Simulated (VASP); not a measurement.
A convergence study with VASP on Li₂S (antifluorite): one setting is varied, all else stays as given below, so the limit is that of these other settings.

```
Li2S
1.0
    0.00000     2.86000     2.86000
    2.86000     0.00000     2.86000
    2.86000     2.86000     0.00000
Li S
2 1
Cartesian
  1.43000   1.43000   1.43000
  4.29000   4.29000   4.29000
  0.00000   0.00000   0.00000
```

Level of theory: PBE GGA, VASP's PBE PAW potentials (set 64) (plane waves; VASP 6.6.1). The tightest run used: 700 eV cut-off, 12×12×12 Monkhorst-Pack mesh, Gaussian smearing of 0.050 eV, potentials Li_sv S.

The reference is 12×12×12 mesh, which took about 4 core-minutes. Times come from single runs on busy shared machines, so they are rough: good to a factor of about 2.

Q: Of the settings 1×1×1 mesh; 2×2×2 mesh; 3×3×3 mesh; 4×4×4 mesh; 5×5×5 mesh; 6×6×6 mesh; 7×7×7 mesh; 8×8×8 mesh; 9×9×9 mesh; 10×10×10 mesh; 11×11×11 mesh; 12×12×12 mesh, which is the lowest that keeps the difference from the reference in the stress, largest component (GPa) within 0.1 from there on, and what does it cost?

A: 4×4×4 mesh; its cost over the reference is about 1/10.
```tsv
setting	difference in the stress, largest component (GPa)	cost over the reference
1×1×1 mesh	29.69	about 1/30
2×2×2 mesh	0.04	about 1/20
3×3×3 mesh	0.30	about 1/20
4×4×4 mesh	0.00	about 1/10
5×5×5 mesh	0.01	about 1/10
6×6×6 mesh	0.00	about 1/5
7×7×7 mesh	0.00	about 1/7
8×8×8 mesh	0.00	about 1/2
9×9×9 mesh	0.00	about 1/4
10×10×10 mesh	0.00	within a factor of 2
11×11×11 mesh	0.00	about 1/3
12×12×12 mesh	0.00	reference
```

Left out are rungs that failed or repeat a setting and relaxations that didn't move; long series are thinned to 24 rows.

The compound is Li2S in the antifluorite structure. The cell was not relaxed at this level.
